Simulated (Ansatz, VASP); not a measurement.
# Cross-check of KMgF3 between VASP and Ansatz

One calculation is typed for both programs; each brings its own data sets and cutoff. How far apart do they land?

Main program and level: Ansatz 0.2.0; plane waves, with VASP 6.6.1 beside it; single point at LDA.

## Step 1: Set-up

Symmetry: Pm-3m, No. 221, cubic system. Conventional cell: a = 3.986 Å, b = 3.986 Å, c = 3.986 Å, α = 90.00°, β = 90.00°, γ = 90.00°. Nearest to K lie 12 F at 2.82 Å. Nearest to Mg lie 6 F at 1.99 Å. F has 2 Mg at 1.99 Å and 4 K at 2.82 Å nearest. Farther neighbours and most contacts between anions are not listed.

Coordinates:

```
K Mg F
1.0
     3.98590    0.00000    0.00000
     0.00000    3.98590    0.00000
     0.00000    0.00000    3.98590
K Mg F
1 1 3
Direct
  0.50000 0.50000 0.50000
  0.00000 0.00000 0.00000
  0.50000 0.00000 0.00000
  0.00000 0.50000 0.00000
  0.00000 0.00000 0.50000
```

## Step 2: VASP: single point, LDA

With cell and atoms fixed, the geometry can't cause a difference; cores, projectors, grids and the points listed under the comparison can.

Lines of VASP's logs that name or quote its potential files are left out, and so is its time.

INCAR

```
SYSTEM = KMgF3
PREC = Accurate
ENCUT = 520
EDIFF = 1E-07
NELM = 100
ISMEAR = 0
SIGMA = 0.01
LREAL = .FALSE.
ALGO = Normal
GGA = CA
NBANDS = 22
LORBIT = 11
LWAVE = .FALSE.
LCHARG = .FALSE.
KPAR = 2
```

POSCAR

```
KMgF3
1.0
    3.9859000000      0.0000000000      0.0000000000
    0.0000000000      3.9859000000      0.0000000000
    0.0000000000      0.0000000000      3.9859000000
K Mg F
1 1 3
Direct
    0.5000000000      0.5000000000      0.5000000000
    0.0000000000      0.0000000000      0.0000000000
    0.5000000000      0.0000000000      0.0000000000
    0.0000000000      0.5000000000      0.0000000000
    0.0000000000      0.0000000000      0.5000000000
```

KPOINTS

```
Automatic mesh
0
Gamma
6 6 6
0 0 0
```

Potentials, in the order of the species: K_sv, Mg and F (PBE family, release 64).

The run is started by

```
$ mpirun -np 2 vasp_std
```

Numbers of over 12 decimals in the logs are rounded to 6 here.

The log of the run:

```text
[banner, memory and clock lines left out]
running    2 mpi-ranks, on    1 nodes
 distrk:  each k-point on    1 cores,    2 groups
 distr:  one band on    1 cores,    1 groups

 POSCAR found type information on POSCAR K MgF
 POSCAR found :  3 types and       5 ions
|                                                                             |
|               ----> ADVICE to this user running VASP <----                  |
|                                                                             |
|     You enforced a specific xc type in the INCAR file but a different       |
|     [... a line on the potential file left out ...]
|     I HOPE YOU KNOW WHAT YOU ARE DOING!                                     |
|                                                                             |

 LDA part: xc-table for (Slater(with rela. corr.)+CA(PZ))
 , standard interpolation
 POSCAR, INCAR and KPOINTS ok, starting setup
 FFT: planning ... GRIDC
 FFT: planning ... GRID_SOFT
 FFT: planning ... GRID
 WAVECAR not read
 entering main loop
       N       E                     dE             d eps       ncg     rms          rms(c)
DAV:   1     0.220278716713E+03    0.22028E+03   -0.17463E+04   912   0.140E+03
DAV:   2    -0.177462429064E+02   -0.23802E+03   -0.23050E+03  1122   0.359E+02
DAV:   3    -0.284120209825E+02   -0.10666E+02   -0.10624E+02  1222   0.713E+01
DAV:   4    -0.289141257076E+02   -0.50210E+00   -0.50155E+00  1358   0.903E+00
DAV:   5    -0.289167624928E+02   -0.26368E-02   -0.26367E-02  1152   0.680E-01    0.786E+00
DAV:   6    -0.271587668180E+02    0.17580E+01   -0.62350E+00  1018   0.185E+01    0.436E+00
DAV:   8    -0.270621501118E+02    0.37858E-01   -0.68232E-02  1074   0.251E+00    0.311E-01
DAV:   9    -0.270611169404E+02    0.10332E-02   -0.15253E-02  1232   0.847E-01    0.134E-01
DAV:  10    -0.270610197588E+02    0.97182E-04   -0.13380E-03  1136   0.238E-01    0.863E-02
DAV:  11    -0.270610071871E+02    0.12572E-04   -0.40881E-05  1072   0.544E-02    0.430E-02
DAV:  12    -0.270609960447E+02    0.11142E-04   -0.53453E-05  1044   0.572E-02    0.130E-02
DAV:  13    -0.270609959123E+02    0.13243E-06   -0.26156E-06  1160   0.112E-02    0.403E-03
DAV:  14    -0.270609959580E+02   -0.45705E-07   -0.19829E-07   910   0.252E-03
   1 F= -.27060996E+02 E0= -.27060996E+02  d E =-.271268E-75
```

OUTCAR, selected parts (step 2):

```text
ion  position               nearest neighbor table
   1  0.500  0.500  0.500-   3 2.82   4 2.82   5 2.82   3 2.82   4 2.82   3 2.82   5 2.82   3 2.82
                             4 2.82   5 2.82   4 2.82   5 2.82   2 3.45   2 3.45   2 3.45   2 3.45
   2  0.000  0.000  0.000-   3 1.99   4 1.99   5 1.99   5 1.99   4 1.99   3 1.99   1 3.45   1 3.45
                             1 3.45   1 3.45   1 3.45   1 3.45   1 3.45   1 3.45
   3  0.500  0.000  0.000-   2 1.99   2 1.99   1 2.82   1 2.82   1 2.82   1 2.82
   4  0.000  0.500  0.000-   2 1.99   2 1.99   1 2.82   1 2.82   1 2.82   1 2.82
   5  0.000  0.000  0.500-   2 1.99   2 1.99   1 2.82   1 2.82   1 2.82   1 2.82

  LATTYP: Found a simple cubic cell.
 ALAT       =     3.9859000000

 Subroutine GETGRP returns: Found 48 space group operations
 (whereof 48 operations were pure point group operations)

The static configuration has the point symmetry O_h .

 Found     20 irreducible k-points:

   k-points           NKPTS =     20   k-points in BZ     NKDIM =     20   number of bands    NBANDS=     22

   dimension x,y,z NGX =    30 NGY =   30 NGZ =   30
   dimension x,y,z NGXF=    60 NGYF=   60 NGZF=   60

   ENCUT  =  520.0 eV  38.22 Ry    6.18 a.u.   7.41  7.41  7.41*2*pi/ulx,y,z

   NELECT =      32.0000    total number of electrons

 k-points in reciprocal lattice and weights: Automatic mesh
   0.00000000  0.00000000  0.00000000       0.005
   0.16666667  0.00000000  0.00000000       0.028
   0.33333333  0.00000000  0.00000000       0.028
   0.50000000  0.00000000  0.00000000       0.014
   0.16666667  0.16666667  0.00000000       0.056
   0.33333333  0.16666667  0.00000000       0.111
   0.50000000  0.16666667  0.00000000       0.056
   0.33333333  0.33333333  0.00000000       0.056
   0.50000000  0.33333333  0.00000000       0.056
[...]
0.50000000  0.50000000  0.33333333       0.028
   0.50000000  0.50000000  0.50000000       0.005

 average (electrostatic) potential at core
       1 -34.3127       2 -37.7493       3 -77.4200       4 -77.4200       5 -77.4200

 E-fermi :  -1.8941

 k-point     1 :       0.0000    0.0000    0.0000
  band No.  band energies     occupation
    ...
     12      -2.6631      2.00000
     13      -2.6631      2.00000
     14      -2.3486      2.00000
     15      -2.3486      2.00000
     16      -2.3486      2.00000
     17       4.9458      0.00000
     18       7.7583      0.00000
     19       7.7583      0.00000
     20      10.0087      0.00000
     21      10.0087      0.00000
    ...

 k-point     2 :       0.1667    0.0000    0.0000
  band No.  band energies     occupation
    ...
     12      -2.7221      2.00000
     13      -2.7221      2.00000
     14      -2.6200      2.00000
     15      -2.4040      2.00000
     16      -2.4040      2.00000
     17       5.4352      0.00000
     18       8.0132      0.00000
     19       8.0534      0.00000
     20      10.1477      0.00000
     21      10.1608      0.00000
    ...

 k-point     3 :       0.3333    0.0000    0.0000
  band No.  band energies     occupation
    ...
     12      -2.8636      2.00000
     13      -2.8441      2.00000
     14      -2.8441      2.00000
     15      -2.5127      2.00000
     16      -2.5127      2.00000
     17       6.6203      0.00000
     18       8.5126      0.00000
     19       8.5529      0.00000
     20      10.4698      0.00000
     21      10.4698      0.00000
    ...

  Total       -1.8381982     -1.8381982     -1.8381982     -0.0000000      0.0000000     -0.0000000
  in kB      -46.5075791    -46.5075791    -46.5075791     -0.0000000      0.0000000     -0.0000000
  external PRESSURE =     -46.5075791 kB  Pullay stress =       0.0000000 kB

  energy-cutoff  :      520.00
  volume of cell :       63.33
      direct lattice vectors                 reciprocal lattice vectors
     3.985900000  0.000000000  0.000000000     0.250884367  0.000000000  0.000000000
     0.000000000  3.985900000  0.000000000     0.000000000  0.250884367  0.000000000
     0.000000000  0.000000000  3.985900000     0.000000000  0.000000000  0.250884367

 POSITION                                       TOTAL-FORCE (eV/Angst)
 -----------------------------------------------------------------------------------
      1.99295      1.99295      1.99295         0.000000      0.000000      0.000000
      0.00000      0.00000      0.00000         0.000000      0.000000      0.000000
      1.99295      0.00000      0.00000         0.000000      0.000000      0.000000
      0.00000      1.99295      0.00000         0.000000      0.000000      0.000000
      0.00000      0.00000      1.99295         0.000000      0.000000      0.000000
 -----------------------------------------------------------------------------------
    total drift:                                0.000000     -0.000000      0.000000

  FREE ENERGIE OF THE ION-ELECTRON SYSTEM (eV)
  ---------------------------------------------------
  free  energy   TOTEN  =       -27.0609959580 eV

  energy  without entropy=      -27.0609959580  energy(sigma->0) =      -27.06099596

 total charge
# of ion       s       p       d       tot
------------------------------------------
    1        1.951   5.523   0.029   7.503
    2        0.130   0.166   0.082   0.378
    3        1.721   4.378   0.000   6.099
    4        1.721   4.378   0.000   6.099
    5        1.721   4.378   0.000   6.099
--------------------------------------------------
tot          7.243  18.823   0.111  26.178

[... 3 further parts left out ...]
```

The run ends at a pressure of -4.65 GPa.

## Step 3: Ansatz: single point, LDA

Ansatz runs on its default PAW (the set named soft_2) files.

The same cell, functional (in two slightly different forms), mesh and smearing now go to Ansatz, which takes its cutoff from its data sets.

input.yaml

```yaml
crystal:
  lattice:
    - [3.9859, 0.0, 0.0]
    - [0.0, 3.9859, 0.0]
    - [0.0, 0.0, 3.9859]
  atoms:
    - { symbol: K, position: [0.5, 0.5, 0.5] }
    - { symbol: Mg, position: [0.0, 0.0, 0.0] }
    - { symbol: F, position: [0.5, 0.0, 0.0] }
    - { symbol: F, position: [0.0, 0.5, 0.0] }
    - { symbol: F, position: [0.0, 0.0, 0.5] }
hamiltonian:
  xc: lda
  pseudopotentials: { kind: paw }
kpoints:
  mp_grid: { grid: [6, 6, 6] }
scf:
  occupations: { method: gaussian, width: 0.01 }
  n_extra_bands: 5
output:
  forces: true
  stress: true
  eigenvalues: true
  write_density: true
  write_potential: true
  elf: true
  volumetric_format: npy
```

The run is started by

```
$ ansatz run input.yaml --threads 2 --pin off --max-ram 4608MiB --backend cpu --events-out ev --progress --plain --runs-dir out
```

The log of the run:

```text
scf.n_extra_bands = 5 over 20 filled bands (N_el = 40.0): the run solves 25 bands
Engine: ansatz 0.2.0, aarch64-unknown-linux-gnu
Pseudopotentials: kind: paw
Pseudopotential: K, paw, valence charge 9, recommended cutoff 420 eV (normal), K.paw.azcp
Pseudopotential: Mg, paw, valence charge 10, recommended cutoff 420 eV (normal), Mg.paw.azcp
Pseudopotential: F, paw, valence charge 7, recommended cutoff 420 eV (normal), F.paw.azcp
Functional definition: SPW92
  exchange = slater_x
  correlation = pw_c
Crystal: 5 atoms, lattice volume = 63.326 Å³
Basis set: ecut = 420 eV, 1237 PW (Γ)
Bands: 25, of which v1, the nominal top of the filled ones, is band 20 counted from 1 (19 counted from 0)
Symmetry: 48 space group operations
Space group: Pm-3m (ITA 221), of the structure as read, at distance tolerance 4.0e-5 Å
k-points: 20 of 216
Non-local potential: K, projectors of the file, l = 0: 3, l = 1: 2, l = 2: 2
Non-local potential: Mg, projectors of the file, l = 0: 3, l = 1: 2, l = 2: 1
Non-local potential: F, projectors of the file, l = 0: 2, l = 1: 2, l = 2: 1
PAW form: soft (Blöchl's): semilocal exchange-correlation on the pseudo side does not see the compensation charge
PAW frozen core: K, regenerated for the run's functional, and the local potential with it (the file was generated under x = pbe(κ = 0.804, μ = 0.219515), c = pbe(β = 0.066725))
PAW frozen core: Mg, regenerated for the run's functional, and the local potential with it (the file was generated under x = pbe(κ = 0.804, μ = 0.219515), c = pbe(β = 0.066725))
PAW frozen core: F, regenerated for the run's functional, and the local potential with it (the file was generated under x = pbe(κ = 0.804, μ = 0.219515), c = pbe(β = 0.066725))
PAW one-centre angular grid: K, 110 points (default); XC on 64 Gauss nodes
PAW one-centre angular grid: Mg, 110 points (default); XC on 64 Gauss nodes
PAW one-centre angular grid: F, 110 points (default); XC on 64 Gauss nodes
Initial density: superposition of atomic densities (neutral atoms: chi_scale 0, normalization atom), corrected by the library's trained network
Initial wavefunctions: pseudopotential atomic-orbital guess
Functional: x = slater, c = lda
SCF iter   1: F=—  HF=-5787.646594 eV  |F-HF|=—  |Δ(HF+E_count)|=         —  Δρ=2.00e-2  dr2=1.76e-1  ethr=1.77e-3  ⟨swp⟩=6.3  Hψ=2459  notcnv=0
preconditioner: auto → Resta (q_TF=auto, 2.527 Å⁻¹)  ε∞=3.0  [insulator: Δε(μ)=6.716 eV  Ē_g=18.693 eV  σ=0.010 eV  W_gap=1.00  n_scr=18 (ndim 8)  ℏωp=26.4 eV  f_vac=0.032  D(μ)=0.00/eV (n_scr^D=0)  ε∞_Penn≈3.0]
SCF iter   2: F=—  HF=-5787.590862 eV  |F-HF|=—  |Δ(HF+E_count)|=   5.57e-2  Δρ=5.39e-3  dr2=5.79e-3  ethr=4.39e-4  ⟨swp⟩=2.0  Hψ=1001  notcnv=0  defer=17
SCF iter   3: F=—  HF=-5787.588664 eV  |F-HF|=—  |Δ(HF+E_count)|=   2.20e-3  Δρ=2.22e-3  dr2=1.72e-3  ethr=1.45e-5  ⟨swp⟩=2.2  Hψ=912  notcnv=0  defer=20
SCF iter   4: F=—  HF=-5787.588300 eV  |F-HF|=—  |Δ(HF+E_count)|=   3.64e-4  Δρ=1.03e-3  dr2=3.51e-4  ethr=4.29e-6  ⟨swp⟩=2.0  Hψ=534  notcnv=0  defer=20
SCF iter   5: F=—  HF=-5787.588167 eV  |F-HF|=—  |Δ(HF+E_count)|=   1.33e-4  Δρ=2.27e-4  dr2=1.84e-5  ethr=8.78e-7  ⟨swp⟩=2.1  Hψ=594  notcnv=0  defer=20
SCF iter   6: F=—  HF=-5787.588168 eV  |F-HF|=—  |Δ(HF+E_count)|=   1.65e-6  Δρ=2.47e-5  dr2=2.19e-7  ethr=4.60e-8  ⟨swp⟩=2.0  Hψ=702  notcnv=0  defer=20
SCF iter   7: F=-5787.588168 eV  HF=-5787.588168 eV  |F-HF|=8.75e-10  |Δ(HF+E_count)|=   1.30e-8  Δρ=2.32e-6  dr2=5.13e-9  ethr=2.50e-10  ⟨swp⟩=11.6  Hψ=3445  notcnv=0
SCF 1 converged in 7 iterations: F = -5787.588168 eV  dr2 = 5.13e-9
  greatest PAW one-centre occupation: 1.000 electrons in one spin orbital (limit 2), on the Mg atom at site 1 (counted from 0), in its partial waves of l = 1
SCF converged after 7 iterations
Free energy (F): -5787.588168 eV
Harris-Foulkes:  -5787.588168 eV  (|F-HF|=8.75e-10)
Internal energy: -5787.588168 eV  (E = F + TS)
E sigma→0 (E₀):  -5787.588168 eV
Fermi energy:    5.915076 eV
--- Per-component energies (eV) ---
  E_band       = -510.208463
  E_kinetic    = 949.958198
  E_local      = -3728.941077  (includes V_loc(G=0)·N_el)
  E_nonlocal   = 338.274498
  E_hartree    = 1348.855106
  E_xc         = -398.281861
  E_vxc        = -507.200393  (∫ρ·V_xc dr)
  E_paw        = -1576.569255  (= ΣΔE_a)
  E_vpaw       = -260.018341  (= ΣTr[D̂ρ^β])
  E_aug_tail   = 0.006042  (compensation charges beyond the density's cutoff)
  E_ewald      = -2721.637555
  E_core_change = 0.747734  (= ΣΔE_core)
  E_smearing   = -0.000000  (= −TS)
  E_closure    = 0.000000  (closes the sum)
  Σ components = -5787.588168   (vs F -5787.588168, Δ=0.00e0)
--- Forces (eV/Å), atoms counted from 1 ---
  atom   1  K      0.00000000     0.00000000    -0.00000000
  atom   2  Mg     0.00000000     0.00000000     0.00000000
  atom   3  F     -0.00000000    -0.00000000     0.00000000
  atom   4  F      0.00000000     0.00000000     0.00000000
  atom   5  F      0.00000000     0.00000000    -0.00000000
  max |Σ_I F_I| component: 4.88e-29 eV/Å
--- Stress (GPa, compression-positive) ---
       -4.465155       0.000000       0.000000
        0.000000      -4.465155       0.000000
        0.000000       0.000000      -4.465155
  P = ⅓ Tr σ = -4.4652 GPa (-44.652 kbar)
--- Band table (eV; the first three rows and the last of 20) ---
  k-point 0: bands = [... 16 lower, 1.7828, 2.0978, 2.0978, 2.0978, 9.4066, 12.2301, 12.2301, 14.4492, ... 1 higher]
  k-point 1: bands = [... 16 lower, 1.7237, 1.8276, 2.0430, 2.0430, 9.8948, 12.4819, 12.5214, 14.5834, ... 1 higher]
  k-point 2: bands = [... 16 lower, 1.6028, 1.6028, 1.9347, 1.9347, 11.0777, 12.9713, 13.0149, 14.8941, ... 1 higher]
  k-point 19: bands = [... 16 lower, 1.2892, 2.4235, 2.4235, 2.4235, 12.6254, 12.6254, 12.6254, 16.0111, ... 1 higher]
```

Wall time 2.5 s (2 threads of Arm Neoverse N1, shared host); peak memory 0.31 GiB.

The run ends at a pressure of -4.47 GPa.

## Step 4: Differences

Known differences besides the potentials themselves: the two LDA forms differ slightly; the data sets hold 40 valence electrons in Ansatz (default PAW (the set named soft_2) files) and 32 in VASP; the cutoff is 420 eV in Ansatz and 520 eV in VASP; Ansatz makes its cores anew for this functional, VASP keeps those of its PBE data sets; VASP's log shows a relativistic correction to its local exchange, Ansatz's none. Total energies have different zeros and are not compared.

Both answers:

```
                                        quantity  Ansatz   VASP  difference
                                  pressure (GPa)   -4.47  -4.65       +0.19
pressure without Ansatz's Pulay correction (GPa)   -5.23  -4.65       -0.58
                          gap on the k mesh (eV)   6.983  6.968      +0.015
```

A gap on the mesh is an upper bound, since the band edges may lie between its points. Ansatz's pressure holds a Pulay correction of 0.76 GPa; VASP's holds none.

## Step 5: Summary of results

| Quantity | Value |
| --- | --- |
| difference in gap on the k mesh (single point, LDA) | 0.015 eV |

What this shows: The difference in gap on the k mesh is 0.015 eV (single point, LDA), within the 0.08 eV picked in this series as the mark of a large difference. 1 further run of this series is not shown here. How closely two codes agree says nothing of how well the functional describes the real material.

[Lines on the potential files, build, host, timing and source positions are cut from VASP's logs without a mark.]

[Logs are printed without paths, hosts, clocks, repeated set-up lines and the standing remarks that a program may print on its own settings, such as how far it seeks lower states.]

[Hosts, paths, dates, database ids (printed as entryN), source tags and the programs' standing remarks are cut or masked in the printed files.]
